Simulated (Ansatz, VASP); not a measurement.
## One calculation of CdIrS3, two programs

INCAR

```
SYSTEM = CdIrS3
ALGO = Normal ; EDIFF = 1E-7
EDIFFG = -0.01 ; ENCUT = 600
GGA = PE ; IBRION = 2
ISIF = 3 ; ISMEAR = 0
LASPH = .True. ; LCHARG = .False.
LREAL = .False. ; LWAVE = .False.
NELM = 100 ; NSW = 100
PREC = Accurate ; SIGMA = 0.1
```

Contents of KPOINTS:

```
k-points
0
Gamma
  8 8 8
  0 0 0
```

File POSCAR:

```
CdIrS3
1.0
    4.7074731394      0.0000000000      0.0000000000
    0.0000000000      4.7074731394      0.0000000000
    0.0000000000      0.0000000000      4.7074731394
Cd Ir S
1 1 3
Direct
    0.0000000000      0.0000000000      0.0000000000
    0.5000000000      0.5000000000      0.5000000000
    0.5000000000      0.5000000000      0.0000000000
    0.0000000000      0.5000000000      0.5000000000
    0.5000000000      0.0000000000      0.5000000000
```

Input for Ansatz:

```yaml
crystal:
  lattice:
    - [4.7074731394, 0.0, 0.0]
    - [0.0, 4.7074731394, 0.0]
    - [0.0, 0.0, 4.7074731394]
  atoms:
    - { symbol: Cd, position: [0.0, 0.0, 0.0] }
    - { symbol: Ir, position: [0.5, 0.5, 0.5] }
    - { symbol: S, position: [0.5, 0.5, 0.0] }
    - { symbol: S, position: [0.0, 0.5, 0.5] }
    - { symbol: S, position: [0.5, 0.0, 0.5] }
basis:
  ecutwfc: 420
kpoints:
  mp_grid: { grid: [8, 8, 8] }
hamiltonian:
  xc: pbe
scf:
  occupations: { method: gaussian, width: 0.1 }
output:
  forces: true
  stress: true
  eigenvalues: true
relax:
  adjacent_minimum: "off"
  f_tol: 0.01
  max_steps: 80
  cell: { stress_tol: 0.05 }
```

Change from the starting cell: species swapped into the ZnAgF3 type (Pm-3m, No. 221).

Alike in both runs: task relaxation of cell and atoms; functional PBE; k mesh 8 × 8 × 8; occupations gaussian, width 0.1 eV; no spin polarisation.

|  | VASP | Ansatz |
| --- | --- | --- |
| version | VASP 6.6.1 | Ansatz 0.2.0 |
| potentials or method | VASP PAW PBE potentials, release 64 (Cd, Ir, S) | scalar-relativistic, plane waves, PAW |
| plane-wave cutoff (eV) | 600 | 420 |
| valence electrons in the cell | 39 | 55 |

```tsv
	VASP	Ansatz	Ansatz less VASP
gap on the k mesh at the Fermi level, each at its own relaxed structure (eV)	none	none	-
relaxed volume (Å³/atom)	20.86	20.79	-0.069
relaxed cell length with the largest relative difference (Å)	4.707	4.702	-0.0052
```

A gap of «none» marks a metal or a gap that the smearing closes. The two sets of potentials don't hold the same shells in valence.

Caveats: the relaxation stopped at its first step, so nothing moved; the bands computed are all filled at some k points, so no gap is given. Spin-orbit coupling is left out, which matters for the levels of Ir.
